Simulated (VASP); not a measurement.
Input:

```
KF
1.0
    0.00000     2.62210     2.62210
    2.62210     0.00000     2.62210
    2.62210     2.62210     0.00000
K F
1 1
Direct
  0.00000   0.00000   0.00000
  0.50000   0.50000   0.50000
```

These are SCAN meta-GGA, VASP's PBE PAW potentials (set 64) (plane waves; VASP) values and carry that method's errors. Numerical set-up: 520 eV cut-off, 9×9×9 Γ-centred mesh, Gaussian smearing of 0.050 eV, potentials K_sv F.

Problem. Give the stress tensor in GPa (positive for a compressed cell).

Solution. 
```
1.17  0.00  0.00
0.00  1.17  0.00
0.00  0.00  1.17
```
The pressure is its mean diagonal, 1.17 GPa.

The compound is KF in the rock salt structure. This cell is one point of a volume scan, at 0.97 of the reference volume.
